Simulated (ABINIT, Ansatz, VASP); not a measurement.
# Code comparison for ZrGe (Pnma, 8 atoms in the cell)

Self-consistent single point, at a second geometry (lattice scaled by 0.98). First geometry:

```yaml
crystal:
  lattice:
    - [7.09613, 0.00000, 0.00000]
    - [0.00000, 3.91511, 0.00000]
    - [0.00000, 0.00000, 5.41275]
  atoms:
    - { symbol: Zr, position: [0.17608, 0.25000, 0.63089] }
    - { symbol: Zr, position: [0.82392, 0.75000, 0.36911] }
    - { symbol: Zr, position: [0.32392, 0.75000, 0.13089] }
    - { symbol: Zr, position: [0.67608, 0.25000, 0.86911] }
    - { symbol: Ge, position: [0.04832, 0.25000, 0.15219] }
    - { symbol: Ge, position: [0.95168, 0.75000, 0.84781] }
    - { symbol: Ge, position: [0.45168, 0.75000, 0.65219] }
    - { symbol: Ge, position: [0.54832, 0.25000, 0.34781] }
```

Shared settings, as Ansatz (a first-principles code) writes them: kpoints.mp_grid.grid = 3 4 3; scf.occupations.method = gaussian; scf.occupations.width = 0.272 eV. Potentials and cutoffs stand in the table.

| code | model | ΔF from the first geometry (meV/atom) | pressure (GPa) | largest force (eV/Å) | cutoff |
|---|---|---|---|---|---|
| VASP | PBEsol, VASP's PBE PAW potentials (set 64) | 8.8 | 4.49 | 0.176 | 300 eV |
| Ansatz | PBEsol, PAW files made with PBE | 6.7 | 5.43 | 0.171 | default |
| ABINIT | PBEsol, norm-conserving pseudopotentials (PseudoDojo nc-sr-04 PBEsol standard) | 7.3 | 5.54 | 0.160 | 39 Ha |

For VASP (by 1.2 GPa) the energy change implies a higher mean pressure, against the two pressures, than for the other programs: a sign of finite-basis (Pulay) stress.

Size of the force on each atom (eV/Å): Sizes of forces hide their directions.

| code | Zr1 | Zr2 | Zr3 | Zr4 | Ge5 | Ge6 | Ge7 | Ge8 |
|---|---|---|---|---|---|---|---|---|
| VASP | 0.137 | 0.137 | 0.137 | 0.137 | 0.176 | 0.176 | 0.176 | 0.176 |
| Ansatz | 0.137 | 0.137 | 0.137 | 0.137 | 0.171 | 0.171 | 0.171 | 0.171 |
| ABINIT | 0.134 | 0.134 | 0.134 | 0.134 | 0.160 | 0.160 | 0.160 | 0.160 |

The spread over the programs that give each value: ΔF from the first geometry within 2.1 meV/atom; pressure within 1.05 GPa; largest force within 0.016 eV/Å.

Ansatz's pressure is given at a fixed set of plane waves, as the other plane-wave codes print theirs.

The shared mesh is coarse (it stands for a supercell whose shortest vector is 15 Å), so the values are not converged in it.

VASP's run is marked for a possible Pulay error in its stress at this cutoff; no cutoff test was made.

The starting cell comes from a database of computed structures (which also holds hypothetical and non-ambient phases and stackings), without a prior relaxation at this level. For this run, on top of that: lattice scaled by 0.98.

Left out of this page: Quantum ESPRESSO, GPAW, CP2K, Elk, FLEUR and SIESTA (not drawn, or without a comparable value).

Keys are those of Ansatz 0.2.
